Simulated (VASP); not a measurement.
A run of VASP 6.6.1:

Contents of POSCAR:

```
WSe2                                    
1.0
    3.2843558654      0.0000000000      0.0000000000
   -1.6421779327      2.8443356160      0.0000000000
    0.0000000000      0.0000000000     27.8312600000
  Se              W             
     4     2
Direct
     0.3333333300000021    0.6666666699999979    0.3242880106131987
     0.3333333300000021    0.6666666699999979    0.4454742839949915
     0.6666666699999979    0.3333333300000021    0.5545257160050086
     0.6666666699999979    0.3333333300000021    0.6757119893868013
     0.6666666699999979    0.3333333300000021    0.3848919389865160
     0.3333333300000021    0.6666666699999979    0.6151080610134840
```

The input INCAR.step1:

```
  PREC = Accurate
  ENCUT = 520
  EDIFF = 1E-5
  ISMEAR = 0
  SIGMA = 0.03
  LREAL = F
  LASPH = T
  NELM = 80
  ALGO = Normal
  ISIF = 2
  LWAVE = T
  LCHARG = F
  LMAXMIX = 4
  LDIPOL = T
  IDIPOL = 3
  DIPOL = 0.5 0.5 0.500
  NBANDS = 35
  LVHAR = T
  LVACPOTAV = T
  GGA = PE
```

Contents of INCAR.step2:

```
  PREC = Accurate
  ENCUT = 520
  EDIFF = 1E-6
  ISMEAR = 0
  SIGMA = 0.03
  LREAL = F
  LASPH = T
  NELM = 80
  ALGO = Normal
  ISIF = 2
  LWAVE = F
  LCHARG = F
  LMAXMIX = 4
  LDIPOL = T
  IDIPOL = 3
  DIPOL = 0.5 0.5 0.500
  GGA = PE
  LHFCALC = T
  HFSCREEN = 0.2
  PRECFOCK = Fast
  NBANDS = 35
  LVHAR = T
  LVACPOTAV = T
  ISTART = 1
```

Contents of KPOINTS:

```
regular mesh
0
Gamma
  6 6 1
```

File KPOINTS_OPT:

```
explicit points
3
Reciprocal
 0.0000000000  0.0000000000  0.0000000000 1
 0.5000000000  0.0000000000  0.0000000000 1
 0.3333333300  0.3333333300  0.0000000000 1
```

Potentials or basis: VASP PAW PBE potentials, release 64 (Se, W_sv).

Run with:

```sh
$ cat potpaw_PBE.64/Se/POTCAR potpaw_PBE.64/W_sv/POTCAR > POTCAR
$ cp INCAR.step1 INCAR
$ mpirun -np 8 vasp_std > vasp.out
$ cp INCAR.step2 INCAR
$ mpirun -np 8 vasp_std > vasp.out
```

Hardware: 8 MPI ranks on Intel(R) Xeon(R) Platinum 8488C (Sapphire Rapids), on a shared host.

Q: How long does it take, and how much memory?

A: It took 13 min on 8 MPI ranks on Intel(R) Xeon(R) Platinum 8488C (Sapphire Rapids), on a shared host, peak memory 0.38 GiB a rank. Counts: scf iterations 22, k points 7.
